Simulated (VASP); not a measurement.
These are optB86b-vdW, VASP's PBE PAW potentials (set 64) (plane waves; VASP) values and carry that method's errors.

A VASP calculation is set up with these files.

### POSCAR
```
Rb
1
   -2.7705804100     2.7705804100     2.7705804100
    2.7705804100    -2.7705804100     2.7705804100
    2.7705804100     2.7705804100    -2.7705804100
Rb
1
Direct
  0.0000000000   0.0000000000   0.0000000000
```

File KPOINTS:
```
Automatic mesh
0
Gamma
11 11 11
0 0 0
```

**INCAR**
```
PARAM1 = 0.1234
LUSE_VDW = .TRUE.
ISMEAR = -5   # tetrahedra, Bloechl
NELM = 100   # most electronic steps
LASPH = .TRUE.   # aspherical one-centre terms
LWAVE = .FALSE.
GGA = MK
EDIFF = 1E-7   # SCF stop (eV)
SYSTEM = Rb
ISIF = 2   # forces and stress, cell fixed
PARAM2 = 1.0
LORBIT = 11
LMAXMIX = 4   # l cut-off of mixed one-centre charges
PREC = Accurate
ENCUT = 520   # plane-wave cut-off (eV)
NEDOS = 601
ALGO = Normal
LCHARG = .TRUE.
LREAL = .FALSE.   # projection in real space or not
AGGAC = 0.0
```

POTCAR, in this order: Rb_sv (PBE.64 set). Program: vasp_std.

What VASP printed:

**OSZICAR**
```
       N       E                     dE             d eps       ncg     rms          rms(c)
DAV:   1     0.464416803704E+02    0.46442E+02   -0.33739E+03   896   0.824E+02
DAV:   2     0.340416934199E+01   -0.43038E+02   -0.42628E+02  1040   0.139E+02
DAV:   3     0.126190378234E+01   -0.21423E+01   -0.21402E+01  1176   0.364E+01
DAV:   4     0.119641975842E+01   -0.65484E-01   -0.65448E-01  1520   0.498E+00
DAV:   5     0.119585373160E+01   -0.56603E-03   -0.56567E-03  1336   0.305E-01    0.115E+00
DAV:   6     0.119552801509E+01   -0.32572E-03   -0.21488E-03  1400   0.291E-01    0.703E-01
DAV:   7     0.119433619839E+01   -0.11918E-02   -0.48220E-03  1032   0.425E-01    0.491E-02
DAV:   8     0.119408706667E+01   -0.24913E-03   -0.31735E-04  1296   0.114E-01    0.178E-02
DAV:   9     0.119405157285E+01   -0.35494E-04   -0.46640E-05  1208   0.354E-02    0.510E-03
DAV:  10     0.119404870933E+01   -0.28635E-05   -0.11626E-05  1328   0.194E-02    0.884E-04
DAV:  11     0.119404857610E+01   -0.13323E-06   -0.22474E-07  1352   0.333E-03    0.471E-04
DAV:  12     0.119404851265E+01   -0.63452E-07   -0.23721E-07  1184   0.216E-03
   1 F= 0.11940485E+01 E0= 0.11940485E+01  d E =0.000000E+00
```

**OUTCAR**
```
------------------------ aborting loop because EDIFF is reached ----------------------------------------
  FORCE on cell =-STRESS in cart. coord.  units (eV):
  Direction    XX          YY          ZZ          XY          YZ          ZX
  --------------------------------------------------------------------------------------
  Total       -0.0068720     -0.0068720     -0.0068720     -0.0000000     -0.0000000      0.0000000
  in kB       -0.1294256     -0.1294256     -0.1294256     -0.0000000     -0.0000000      0.0000000
  external PRESSURE =      -0.1294256 kB  Pullay stress =       0.0000000 kB
  volume of cell :       85.07
      direct lattice vectors                 reciprocal lattice vectors
    -2.770580410  2.770580410  2.770580410     0.000000000  0.180467601  0.180467601
     2.770580410 -2.770580410  2.770580410     0.180467601  0.000000000  0.180467601
     2.770580410  2.770580410 -2.770580410     0.180467601  0.180467601  0.000000000
 POSITION                                       TOTAL-FORCE (eV/Angst)
 -----------------------------------------------------------------------------------
      0.00000      0.00000      0.00000        -0.000000      0.000000      0.000000
 -----------------------------------------------------------------------------------
    total drift:                               -0.000000     -0.000000      0.000000
  FREE ENERGIE OF THE ION-ELECTRON SYSTEM (eV)
  ---------------------------------------------------
  free  energy   TOTEN  =         1.1940485126 eV

  energy  without entropy=        1.1940485126  energy(sigma->0) =        1.19404851

 total charge

# of ion       s       p       d       tot
------------------------------------------
    1        1.965   5.327   0.006   7.298
```
(Selected blocks of OUTCAR.)

For a metal the tetrahedron method with Blöchl corrections gives inexact stress and forces.

The compound is Rb in the bcc structure. It was relaxed first, which changed the volume by -6 %.
